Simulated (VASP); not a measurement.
VASP ran on this input.

**KPOINTS**
```
Automatic mesh
0
Gamma
12 12 12
0 0 0
```

File POSCAR:
```
BN
1.0
  0.0000000000   1.8037830981   1.8037830981
  1.8037830981   0.0000000000   1.8037830981
  1.8037830981   1.8037830981   0.0000000000
B N
1 1
Direct
  0.0000000000   0.0000000000   0.0000000000
  0.2500000000   0.2500000000   0.2500000000
```

INCAR:
```
! general
SYSTEM  = BN
PREC    = Accurate
ENCUT   = 620
LREAL   = .FALSE.
LASPH   = .TRUE.

! electronic loop
EDIFF   = 1E-6
NELM    = 100
ALGO    = Normal

! smearing
ISMEAR  = 0
SIGMA   = 0.05

! functional
GGA     = PS

! ions
IBRION  = 2
NSW     = 40
ISIF    = 3
EDIFFG  = -0.02
PSTRESS = 50

! output
LWAVE   = .FALSE.
LCHARG  = .FALSE.
```

POTCAR, in this order: B N (PBE.64 set). Program: vasp_std.

Question: Write an equivalent input for Ansatz.

Answer: One equivalent input (not run):
Ansatz 0.2 input:
```yaml
crystal:
  lattice:
    - [0.0000000, 1.8037831, 1.8037831]
    - [1.8037831, 0.0000000, 1.8037831]
    - [1.8037831, 1.8037831, 0.0000000]
  atoms:
    - { symbol: B, position: [0.0000000, 0.0000000, 0.0000000] }
    - { symbol: N, position: [0.2500000, 0.2500000, 0.2500000] }
kpoints:
  mp_grid: { grid: [12, 12, 12] }
hamiltonian:
  xc: pbesol
  pseudopotentials: { kind: paw }
scf:
  occupations: { method: gaussian, width: 0.05 }
  max_iter: 100
relax:
  max_steps: 40
  f_tol: 0.02
  cell: { p_target: 5 }
output: { forces: true, stress: true, eigenvalues: true }
```
What does not carry over: each code has its own PAW files, so the cut-off isn't converted (ENCUT is set for VASP's; basis.ecutwfc is left out, and Ansatz then takes the one that its files recommend); Ansatz stops its SCF on the density residual and VASP on the energy change (EDIFF).

The compound is BN in the zinc blende structure. This run relaxes it under an external pressure of 5 GPa. Symmetry was kept, so distortions that lower it aren't found.
